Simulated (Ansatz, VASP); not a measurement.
# Cross-check of BAs between VASP and Ansatz, part 2 of 3

One calculation is typed for both programs; each brings its own data sets. How far apart do they land? The cell is taken from a series of runs on this material, whose earlier steps may have relaxed, scaled, displaced or heated it; both programs get it as it stands.

VASP 6.6.1 and Ansatz 0.2.0.

So far: The structure; VASP: zone-centre phonons, LDA, pair 1.

## (3) Ansatz: zone-centre phonons, LDA, pair 1

Level of this step: Ansatz beside VASP: Kohn-Sham DFT, plane waves, LDA (Ansatz).

Ansatz runs on its PAW soft_1 files.

The same cell, functional (in two slightly different forms) and mesh now go to Ansatz, which takes its cutoff from its data sets.

Input file input.yaml:

```yaml
crystal:
  lattice:
    - [0.0, 2.3338563482, 2.3338563482]
    - [2.3338563482, 0.0, 2.3338563482]
    - [2.3338563482, 2.3338563482, 0.0]
  atoms:
    - { symbol: B, position: [0.0, 0.0, 0.0] }
    - { symbol: As, position: [0.75, 0.75, 0.75] }
kpoints:
  mp_grid: { grid: [12, 12, 12] }
hamiltonian:
  xc: lda
  pseudopotentials: { kind: paw, azcp: { folder: soft_1 }, xc_functional: pbe }
scf:
  occupations: { method: fixed }
output:
  eigenvalues: true
phonons:
  method: dfpt
  dielectric: true
  rigid_motions: translations
```

Started as:

```bash
ansatz run input.yaml --threads 4 --pin off --max-ram 10240MiB --backend cpu --events-out ev --progress --plain --runs-dir out
```

Numbers of over 12 decimals in the logs are rounded to 6 here.

The program printed:

```text
Engine: ansatz 0.2.0, x86_64-unknown-linux-gnu
Pseudopotentials: kind: paw
Pseudopotential: B, paw, valence charge 3, recommended cutoff 420 eV (normal), soft_1/B.paw.azcp
Pseudopotential: As, paw, valence charge 15, recommended cutoff 420 eV (normal), soft_1/As.paw.azcp
Functional definition: SPW92
  exchange = slater_x
  correlation = pw_c
Crystal: 2 atoms, lattice volume = 25.424 Å³
Basis set: ecut = 420 eV, 531 PW (Γ), exchange–correlation on 48×48×48 points (8 copies of the dense FFT grid, shifted against one another)
Bands: 13, of which v1, the nominal top of the filled ones, is band 9 counted from 1 (8 counted from 0)
Symmetry: 24 space group operations
k-points: 280 of 1728 (irreducible under 4 space group operations, time reversal used)
Non-local potential: B, projectors of the file, l = 0: 2, l = 1: 2, l = 2: 1
Non-local potential: As, projectors of the file, l = 0: 2, l = 1: 2, l = 2: 3, l = 3: 1
PAW form: soft (Blöchl's): semilocal exchange-correlation on the pseudo side does not see the compensation charge
PAW frozen core: B, regenerated for the run's functional, and the local potential with it (the file was generated under x = pbe(κ = 0.804, μ = 0.219515), c = pbe(β = 0.066725))
PAW frozen core: As, regenerated for the run's functional, and the local potential with it (the file was generated under x = pbe(κ = 0.804, μ = 0.219515), c = pbe(β = 0.066725))
PAW one-centre angular grid: B, 110 points (default); XC on 64 Gauss nodes
PAW one-centre angular grid: As, 590 points (default); XC on 64 Gauss nodes
Initial density: superposition of atomic densities (chi_scale 0.1, normalization cell, long waves kept (reshape's long-wave potential 0.00 eV rms))
Initial wavefunctions: pseudopotential atomic-orbital guess
Functional: x = slater, c = lda
SCF iter   1: F=—  HF=-4924.303756 eV  |F-HF|=—  |Δ(HF+E_count)|=         —  Δρ=8.48e-2  dr2=2.32e0  ethr=3.10e-3  ⟨swp⟩=4.4  Hψ=18657  notcnv=0  defer=417
preconditioner: auto → none  [insulator: Δε(μ)=1.853 eV  Ē_g=13.021 eV  n_scr=8 (ndim 8)  ℏωp=20.8 eV  f_vac=0.000  ε∞_Penn≈3.6]
SCF iter   2: F=—  HF=-4923.560930 eV  |F-HF|=—  |Δ(HF+E_count)|=   7.43e-1  Δρ=2.59e-2  dr2=1.44e-1  ethr=3.10e-3  ⟨swp⟩=2.3  Hψ=7873  notcnv=0  defer=438
SCF iter   3: F=—  HF=-4923.519008 eV  |F-HF|=—  |Δ(HF+E_count)|=   4.19e-2  Δρ=1.03e-2  dr2=1.80e-2  ethr=8.00e-4  ⟨swp⟩=2.2  Hψ=5312  notcnv=0  defer=527
SCF iter   4: F=—  HF=-4923.514765 eV  |F-HF|=—  |Δ(HF+E_count)|=   4.24e-3  Δρ=2.74e-3  dr2=1.21e-3  ethr=1.00e-4  ⟨swp⟩=2.6  Hψ=6579  notcnv=0  defer=539
SCF iter   5: F=—  HF=-4923.514381 eV  |F-HF|=—  |Δ(HF+E_count)|=   3.84e-4  Δρ=5.71e-4  dr2=2.88e-5  ethr=6.70e-6  ⟨swp⟩=2.1  Hψ=6637  notcnv=0  defer=543
SCF iter   6: F=—  HF=-4923.514394 eV  |F-HF|=—  |Δ(HF+E_count)|=   1.31e-5  Δρ=5.60e-5  dr2=2.10e-7  ethr=1.60e-7  ⟨swp⟩=2.0  Hψ=6681  notcnv=0  defer=520
SCF iter   7: F=—  HF=-4923.514394 eV  |F-HF|=—  |Δ(HF+E_count)|=   1.64e-8  Δρ=4.54e-6  dr2=2.67e-9  ethr=1.17e-9  ⟨swp⟩=2.0  Hψ=6160  notcnv=0
SCF iter   8: F=—  HF=-4923.514394 eV  |F-HF|=—  |Δ(HF+E_count)|=   3.72e-9  Δρ=5.67e-7  dr2=3.47e-11  ethr=1.00e-12  ⟨swp⟩=7.3  Hψ=23020  notcnv=0
SCF iter   9: F=-4923.514394 eV  HF=-4923.514394 eV  |F-HF|=9.09e-13  |Δ(HF+E_count)|=  5.82e-11  Δρ=1.64e-8  dr2=2.63e-14  ethr=1.00e-12  ⟨swp⟩=5.1  Hψ=14850  notcnv=0
SCF 1 converged in 9 iterations: F = -4923.514394 eV  dr2 = 2.63e-14
  greatest PAW one-centre occupation: 0.999 electrons in one spin orbital (limit 2), on the As atom at site 1 (counted from 0), in its partial waves of l = 2
NSCF: frozen V_eff on 1 k-points
DFPT response loops at Γ: preconditioner auto → none (the input reference at scf.mixing.eps_inf says where Resta's filter doesn't serve); β = 0.50; Broyden in place of MSR1
── the response to a field inside a basis, on 12×12×12 k-points: an SCF that follows is theirs, and a resumed run solves both again ──
Bands: 10, of which v1, the nominal top of the filled ones, is band 9 counted from 1 (8 counted from 0)
k-points: 182 of 1728 (irreducible under 6 space group operations, time reversal used)
Initial density: handed on by an earlier stage of this run
Initial wavefunctions: pseudopotential atomic-orbital guess (no wavefunctions were taken with the density)
Eigensolver: Dense (182 Hₖ)
SCF iter   1: F=—  HF=-4923.514158 eV  |F-HF|=—  |Δ(HF+E_count)|=         —  Δρ=1.43e-4  dr2=1.24e-6  ethr=1.00e-1
preconditioner: auto → none  [insulator: Δε(μ)=1.239 eV  Ē_g=10.034 eV  n_scr=8 (ndim 8)  ℏωp=20.8 eV  f_vac=0.000  ε∞_Penn≈5.3]
SCF iter   2: F=—  HF=-4923.514158 eV  |F-HF|=—  |Δ(HF+E_count)|=   5.14e-8  Δρ=7.67e-5  dr2=4.15e-7  ethr=6.86e-9
SCF iter   3: F=-4923.514158 eV  HF=-4923.514158 eV  |F-HF|=4.52e-8  |Δ(HF+E_count)|=   1.33e-7  Δρ=1.57e-5  dr2=3.50e-8  ethr=2.30e-9
SCF 1 converged in 3 iterations: F = -4923.514158 eV  dr2 = 3.50e-8
DFPT response loops at Γ: mixed as the last ones told, above
SCF converged after 9 iterations
Free energy (F): -4923.514394 eV
Harris-Foulkes:  -4923.514394 eV  (|F-HF|=9.09e-13)
Internal energy: -4923.514394 eV  (E = F + TS)
E sigma→0 (E₀):  -4923.514394 eV
Fermi energy:    11.520242 eV
--- Per-component energies (eV) ---
  E_band       = -207.509275
  E_kinetic    = 150.496587
  E_local      = -1899.868544  (includes V_loc(G=0)·N_el)
  E_nonlocal   = -379.928723
  E_hartree    = 1079.434056
  E_xc         = -104.200723
  E_vxc        = -114.293261  (∫ρ·V_xc dr)
  E_paw        = -2005.386745  (= ΣΔE_a)
  E_vpaw       = -122.783440  (= ΣTr[D̂ρ^β])
  E_aug_tail   = -0.000005  (compensation charges beyond the density's cutoff)
  E_ewald      = -1766.181361
  E_core_change = 2.121063  (= ΣΔE_core)
  E_smearing   = -0.000000  (= −TS)
  E_closure    = 0.000000  (closes the sum)
  Σ components = -4923.514394   (vs F -4923.514394, Δ=0.00e0)
--- Band table (eV; the first three rows and the last of 280) ---
  k-point 0: bands = [... 5 lower, -4.5160, 11.5202, 11.5202, 11.5202, 14.8648, 14.8648, 14.8648, 17.0650]
  k-point 1: bands = [... 5 lower, -4.3950, 10.4541, 11.2838, 11.2838, 15.0981, 15.1743, 15.1743, 17.5910]
  k-point 2: bands = [... 5 lower, -4.0355, 8.4544, 10.7886, 10.7886, 15.0980, 15.8085, 15.8085, 18.7481]
  k-point 279: bands = [... 5 lower, 0.1574, 3.2786, 5.5908, 5.9043, 16.7417, 17.7663, 18.3876, 19.0098]
--- Phonons (Γ-DFPT): 2 representative perturbations + reference, on 280 of 1728 k-points (Σ response iterations 6) ---
  k mesh reduced under 4 symmetry operations, with k and −k counted as one. Each operation leaves every solved perturbation unchanged. A smaller set is not considered because the run solves the response to a homogeneous field
  ASR residual: 2.957e-6 → 0.000e0 eV/Å²; symmetrization residual: 6.439e-7 eV/Å²
  ASR residual per site (eV/Å²): 1.99e-6 2.96e-6
  Γ frequencies (cm⁻¹): 0.00 0.00 0.00 729.39 729.39 729.39
  ε∞ (high-frequency dielectric tensor):
        9.519344    -0.000000     0.000000
       -0.000000     9.519344     0.000000
        0.000000     0.000000     9.519344
  ε⁰ (static dielectric tensor: ions relaxed, cell fixed):
        9.684973    -0.000000     0.000000
       -0.000000     9.684973     0.000000
        0.000000     0.000000     9.684973
  ε⁰ − ε∞ (ionic part):
        0.165628     0.000000    -0.000000
        0.000000     0.165628     0.000000
       -0.000000     0.000000     0.165628
  softest optical mode at Γ: 729.39 cm⁻¹; the repairs (sum rule, projections) moved no ω² at Γ by more than (0.38 cm⁻¹)²
  Born effective charges Z* (e; rows j = field, columns β = displacement):
    site 0:
        -0.65582   -0.00000    0.00000
        -0.00000   -0.65582   -0.00000
         0.00000   -0.00000   -0.65582
    site 1:
         0.65582    0.00000   -0.00000
         0.00000    0.65582    0.00000
        -0.00000    0.00000    0.65582
  Z* charge neutrality: 2.509e-4 e pre-enforcement
  solved inside a basis spanned on kpoints, on 12×12×12 k-points, its susceptibility summed on 16×16×16: ε∞ is read to err by 2.7e-2, Z* by 1.6e-2 e (field_mesh: kpoints solves on kpoints); Z* is corrected for what the basis lacks
  optical modes at Γ without the LO–TO term, one row a degenerate level:
      ω (cm⁻¹)  modes    IR ((D/Å)²/amu)
        729.39      3             3.1511
  optical modes at Γ + LO–TO along q̂ = [1.0000, 0.0000, 0.0000]:
      ω (cm⁻¹)  modes    IR ((D/Å)²/amu)
        729.39      2             2.1007
        735.70      1             1.0504
  optical modes at Γ + LO–TO along q̂ = [0.0000, 1.0000, 0.0000]:
      ω (cm⁻¹)  modes    IR ((D/Å)²/amu)
        729.39      2             2.1007
        735.70      1             1.0504
  optical modes at Γ + LO–TO along q̂ = [0.0000, 0.0000, 1.0000]:
      ω (cm⁻¹)  modes    IR ((D/Å)²/amu)
        729.39      2             2.1007
        735.70      1             1.0504
```

## (4) Side by side

Known differences besides the potentials themselves: the two LDA forms differ slightly; fixed occupations in Ansatz, narrow Gaussian smearing in VASP; VASP's response is taken on the typed mesh, Ansatz refines its own for the field response alone; the data sets hold 18 valence electrons in Ansatz (on its PAW soft_1 files) and 8 in VASP; the cutoff is 420 eV in Ansatz and 500 eV in VASP; VASP's log shows a relativistic correction to its local exchange, Ansatz's none. Total energies have different zeros and are not compared.

The two programs side by side:

```
                                     quantity  Ansatz   VASP  difference
                                        ε∞ xx    9.52   9.51     +0.11 %
                                        ε∞ yy    9.52   9.51     +0.11 %
                                        ε∞ zz    9.52   9.51     +0.11 %
 Born charge of B1 (mean of the diagonal) (e)   -0.66  -0.70       +0.04
Born charge of As2 (mean of the diagonal) (e)    0.66   0.70       -0.04
                   optical mode 1 to 3 (cm⁻¹)   729.4  734.8     -0.74 %
```

Modes are paired by rising frequency, not by their patterns, so a pair may set unlike modes beside each other; they are those without the splitting of longitudinal modes.

## (5) VASP: zone-centre phonons, LDA, pair 2

Second derivatives magnify differences that forces hide, and they need a tight electronic threshold. The cell compared in this pair holds 25.95 Å³, against 25.42 Å³ for the pair before.

Input file INCAR:

```
SYSTEM = BAs
PREC = Accurate
ENCUT = 500
EDIFF = 1E-08
NELM = 120
ISMEAR = 0
SIGMA = 0.01
LREAL = .FALSE.
ALGO = Normal
GGA = CA
NBANDS = 10
LORBIT = 11
LWAVE = .FALSE.
LCHARG = .FALSE.
ISIF = 2
IBRION = 8
LEPSILON = .TRUE.
LASPH = .TRUE.
GGA_COMPAT = .FALSE.
EFERMI = MIDGAP
KPAR = 2
```

Input file POSCAR:

```
BAs
1.0
    0.0000000000      2.3499524179      2.3499524179
    2.3499524179      0.0000000000      2.3499524179
    2.3499524179      2.3499524179      0.0000000000
B As
1 1
Direct
    0.0000000000      0.0000000000      0.0000000000
    0.7500000000      0.7500000000      0.7500000000
```

Input file KPOINTS:

```
Automatic mesh
0
Gamma
12 12 12
0 0 0
```

PAW data sets: B and As (LDA family, release 64).

Started as:

```bash
mpirun -np 2 vasp_std
```

The program printed:

```text
[... set-up lines as in an earlier step ...]
 entering main loop
       N       E                     dE             d eps       ncg     rms          rms(c)
DAV:   1     0.109938784028E+02    0.10994E+02   -0.37763E+03  1448   0.685E+02
DAV:   2    -0.130785297303E+02   -0.24072E+02   -0.22722E+02  2048   0.109E+02
DAV:   3    -0.137458069048E+02   -0.66728E+00   -0.66505E+00  1702   0.175E+01
DAV:   4    -0.137479585617E+02   -0.21517E-02   -0.21514E-02  1742   0.104E+00
[...]
DAV:  11    -0.129173053805E+02   -0.14001E-05   -0.16910E-06  1724   0.949E-03    0.137E-02
DAV:  12    -0.129173052180E+02    0.16259E-06   -0.77190E-07  1582   0.392E-03    0.301E-03
DAV:  13    -0.129173052203E+02   -0.23845E-08   -0.28412E-08  1648   0.124E-03
   1 F= -.12917305E+02 E0= -.12917305E+02  d E =0.000000E+00
 Linear response reoptimize wavefunctions to high precision
DAV:   1    -0.129173052195E+02    0.85845E-09   -0.58905E-09  1582   0.356E-04
DAV:   2    -0.129173052195E+02   -0.24784E-10   -0.12464E-10   910   0.942E-05
 Linear response G [H, r] |phi>, progress :
  Direction:   1
[...]
first order change of Fermi-energy   0.24262E+01
 force on displaced ion       1 direction 1 : -17.994   0.000   0.000
 Born effective charge ion    1 direction 1 :  -0.643   0.000   0.000
 Linear response progress:
  Degree of freedom:   2/  2
       N       E                     dE             d eps       ncg     rms          rms(c)
RMM:   1    -0.400134090228E-01   -0.40013E-01    0.27254E-02 13379   0.115E+00
RMM:   2    -0.376726615377E-01    0.23407E-02   -0.14551E-03  8936   0.214E-01    0.986E-02
RMM:   3    -0.375241964782E-01    0.14847E-03   -0.11804E-04  9525   0.264E-02    0.577E-02
RMM:   4    -0.375667561405E-01   -0.42560E-04   -0.11046E-04  9364   0.298E-02    0.318E-03
RMM:   5    -0.375519916564E-01    0.14764E-04   -0.83179E-06  9829   0.242E-03    0.874E-04
RMM:   6    -0.375474116980E-01    0.45800E-05   -0.26011E-07  9780   0.447E-04    0.124E-04
RMM:   7    -0.375469789316E-01    0.43277E-06    0.20566E-07 10058   0.863E-05    0.504E-05
RMM:   8    -0.375469747516E-01    0.41800E-08    0.77153E-08 10233   0.445E-05    0.127E-05
 first order change of Fermi-energy  -0.24259E+01
 force on displaced ion       2 direction 1 : -17.992  -0.000  -0.000
 Born effective charge ion    2 direction 1 :   0.638   0.000   0.000
 Born effective charges drift removed
 Linear response finished
```

OUTCAR, selected parts (step 5):

```text
  Total        0.6807754      0.6807754      0.6807754     -0.0000000     -0.0000000     -0.0000000
  in kB       42.0249534     42.0249534     42.0249534     -0.0000000     -0.0000000     -0.0000000
  external PRESSURE =      42.0249534 kB  Pullay stress =       0.0000000 kB

 POSITION                                       TOTAL-FORCE (eV/Angst)
 -----------------------------------------------------------------------------------
      0.00000      0.00000      0.00000        -0.000000     -0.000000     -0.000000
      3.52493      3.52493      3.52493         0.000000      0.000000      0.000000
 -----------------------------------------------------------------------------------
    total drift:                               -0.000000     -0.000000     -0.000000

 MACROSCOPIC STATIC DIELECTRIC TENSOR (including local field effects in DFT)
 ------------------------------------------------------
           9.576452    -0.000000    -0.000000
          -0.000000     9.576452    -0.000000
           0.000000    -0.000000     9.576452
 ------------------------------------------------------

 MACROSCOPIC STATIC DIELECTRIC TENSOR IONIC CONTRIBUTION
 ------------------------------------------------------
           0.157855    -0.000000    -0.000000
          -0.000000     0.157855     0.000000
          -0.000000     0.000000     0.157855
 ------------------------------------------------------

[... 1 part as in an earlier step ...]

[... 1 further part left out ...]
```

## (6) Ansatz: zone-centre phonons, LDA, pair 2

The same cell, functional (in two slightly different forms) and mesh now go to Ansatz, which takes its cutoff from its data sets.

The cell is taken from a series of runs on this material, whose earlier steps may have relaxed, scaled, displaced or heated it; both programs get it as it stands.

input.yaml, the sections that differ from step 3:

```yaml
crystal:
  lattice:
    - [0.0, 2.3499524179, 2.3499524179]
    - [2.3499524179, 0.0, 2.3499524179]
    - [2.3499524179, 2.3499524179, 0.0]
  atoms:
    - { symbol: B, position: [0.0, 0.0, 0.0] }
    - { symbol: As, position: [0.75, 0.75, 0.75] }
# kpoints, hamiltonian, scf, output, phonons: as in step 3
```

Started as:

```bash
ansatz run input.yaml --threads 4 --pin off --max-ram 10240MiB --backend cpu --events-out ev --progress --plain --runs-dir out
```

The program printed:

```text
[...]
Crystal: 2 atoms, lattice volume = 25.954 Å³
Basis set: ecut = 420 eV, 531 PW (Γ), exchange–correlation on 48×48×48 points (8 copies of the dense FFT grid, shifted against one another)
Bands: 13, of which v1, the nominal top of the filled ones, is band 9 counted from 1 (8 counted from 0)
Symmetry: 24 space group operations
k-points: 280 of 1728 (irreducible under 4 space group operations, time reversal used)
[...]
optical modes at Γ + LO–TO along q̂ = [1.0000, 0.0000, 0.0000]:
      ω (cm⁻¹)  modes    IR ((D/Å)²/amu)
[...]
optical modes at Γ + LO–TO along q̂ = [0.0000, 1.0000, 0.0000]:
      ω (cm⁻¹)  modes    IR ((D/Å)²/amu)
        714.38      2             1.7404
        719.58      1             0.8702
  optical modes at Γ + LO–TO along q̂ = [0.0000, 0.0000, 1.0000]:
      ω (cm⁻¹)  modes    IR ((D/Å)²/amu)
        714.38      2             1.7404
        719.58      1             0.8702
[key lines of the parts left out:]
SCF converged after 8 iterations
Free energy (F): -4923.530221 eV
Fermi energy:    11.184412 eV
```

## (7) Side by side

What differs besides the data sets and the points named for the pairs above, as far as they apply: the data sets hold 18 valence electrons in Ansatz (on its PAW soft_1 files) and 8 in VASP. Total energies have different zeros and are not compared.

Compared:

```
                                     quantity  Ansatz   VASP  difference
                                        ε∞ xx    9.59   9.58     +0.10 %
                                        ε∞ yy    9.59   9.58     +0.10 %
                                        ε∞ zz    9.59   9.58     +0.10 %
 Born charge of B1 (mean of the diagonal) (e)   -0.60  -0.64       +0.04
Born charge of As2 (mean of the diagonal) (e)    0.60   0.64       -0.04
                   optical mode 1 to 3 (cm⁻¹)   714.4  719.7     -0.73 %
```

Modes are paired by rising frequency, not by their patterns, so a pair may set unlike modes beside each other; they are those without the splitting of longitudinal modes.

## (8) Ansatz: zone-centre phonons, LDA, pair 3

Second derivatives magnify differences that forces hide, and they need a tight electronic threshold. The cell compared in this pair holds 26.22 Å³, against 25.95 Å³ for the pair before.

The cell is taken from a series of runs on this material, whose earlier steps may have relaxed, scaled, displaced or heated it; both programs get it as it stands.

input.yaml, the sections that differ from step 6:

```yaml
crystal:
  lattice:
    - [0.0, 2.3579184192, 2.3579184192]
    - [2.3579184192, 0.0, 2.3579184192]
    - [2.3579184192, 2.3579184192, 0.0]
  atoms:
    - { symbol: B, position: [0.0, 0.0, 0.0] }
    - { symbol: As, position: [0.75, 0.75, 0.75] }
# kpoints, hamiltonian, scf, output, phonons: as in step 6
```

The program printed:

```text
[...]
Crystal: 2 atoms, lattice volume = 26.219 Å³
Basis set: ecut = 420 eV, 531 PW (Γ), exchange–correlation on 48×48×48 points (8 copies of the dense FFT grid, shifted against one another)
Bands: 13, of which v1, the nominal top of the filled ones, is band 9 counted from 1 (8 counted from 0)
Symmetry: 24 space group operations
k-points: 280 of 1728 (irreducible under 4 space group operations, time reversal used)
[...]
optical modes at Γ + LO–TO along q̂ = [1.0000, 0.0000, 0.0000]:
      ω (cm⁻¹)  modes    IR ((D/Å)²/amu)
[...]
optical modes at Γ + LO–TO along q̂ = [0.0000, 1.0000, 0.0000]:
      ω (cm⁻¹)  modes    IR ((D/Å)²/amu)
        707.09      2             1.5755
        711.78      1             0.7877
  optical modes at Γ + LO–TO along q̂ = [0.0000, 0.0000, 1.0000]:
      ω (cm⁻¹)  modes    IR ((D/Å)²/amu)
        707.09      2             1.5755
        711.78      1             0.7877
[key lines of the parts left out:]
SCF converged after 8 iterations
Free energy (F): -4923.534041 eV
Fermi energy:    11.021276 eV
```

(Continued in part 3 of 3.)

[Lines on the potential files, build, host, timing and source positions are cut from VASP's logs without a mark.]

[Logs are printed without paths, hosts, clocks, repeated set-up lines and the standing remarks that a program may print on its own settings, such as how far it seeks lower states.]

[Hosts, paths, dates, database ids (printed as entryN), source tags and the programs' standing remarks are cut or masked in the printed files.]
